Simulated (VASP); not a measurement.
An input for Quantum ESPRESSO's pw.x (written as the equivalent of a VASP run, and not itself run):

```
&CONTROL
  calculation = 'scf'
  pseudo_dir = './pseudo'
  outdir = './out'
  tprnfor = .true.
  tstress = .true.
/
&SYSTEM
  ibrav = 0
  nat = 4
  ntyp = 2
  ecutwfc = 102
  occupations = 'tetrahedra'
  input_dft = 'pbesol'
/
&ELECTRONS
  conv_thr = 7.3e-09
  electron_maxstep = 100
/
ATOMIC_SPECIES
  Mg 24.305 Mg.upf
  Cd 112.414 Cd.upf
CELL_PARAMETERS angstrom
     3.2152374    0.0000000    0.0000000
     0.0000000    5.0313808    0.0000000
     0.0000000    0.0000000    5.2676888
ATOMIC_POSITIONS crystal
  Mg   0.0000000  0.0000000  0.6736877
  Mg   0.0000000  0.5000000  0.3259531
  Mg   0.5000000  0.5000000  0.8307227
  Cd   0.5000000  0.0000000  0.1696465
K_POINTS automatic
  11 7 7 0 0 0
```

Question: Translate this input to VASP (INCAR, KPOINTS, POSCAR, choice of POTCAR).

Answer: Several could match; the one computed here: 
**POSCAR**
```
Mg3Cd
1
    3.2152373971     0.0000000000     0.0000000000
    0.0000000000     5.0313808257     0.0000000000
    0.0000000000     0.0000000000     5.2676887663
Mg Cd
3 1
Direct
  0.0000000000   0.0000000000   0.6736876898
  0.0000000000   0.5000000000   0.3259531001
  0.5000000000   0.5000000000   0.8307227109
  0.5000000000   0.0000000000   0.1696464992
```

KPOINTS:
```
Automatic mesh
0
G
 11 7 7
0 0 0
```

### INCAR
```
! general
SYSTEM   =  Mg3Cd
PREC     =  Accurate
ENCUT    =  400   ! plane-wave cut-off (eV)
LREAL    =  F   ! projection in real space or not
LASPH    =  T   ! aspherical one-centre terms

! electronic loop
EDIFF    =  1E-7
NELM     =  100
ALGO     =  Normal
LMAXMIX  =  4   ! l cut-off of mixed one-centre charges

! smearing
ISMEAR   =  -5   ! tetrahedra, Bloechl

! functional
GGA      =  PS

! ions
ISIF     =  2

! output
LWAVE    =  F
LCHARG   =  T
LORBIT   =  11   ! lm-projected
NEDOS    =  601   ! DOS grid

! other
LEFG     =  T
```

POTCAR, in this order: Mg Cd (PBE.64 set). Program: vasp_std.

The two are equivalent in intent, not identical: the potentials are each code's own (VASP's PAW set, PseudoDojo norm-conserving files in pw.x), so ENCUT and ecutwfc are chosen apart and not converted; conv_thr bounds pw.x's estimated SCF error, while EDIFF bounds the energy change between steps; the field gradients of LEFG aren't asked of the other code.

The structure comes from a computed database's Mg3Cd entry (Pmm2); how it stands against other phases isn't given here. It was relaxed first.
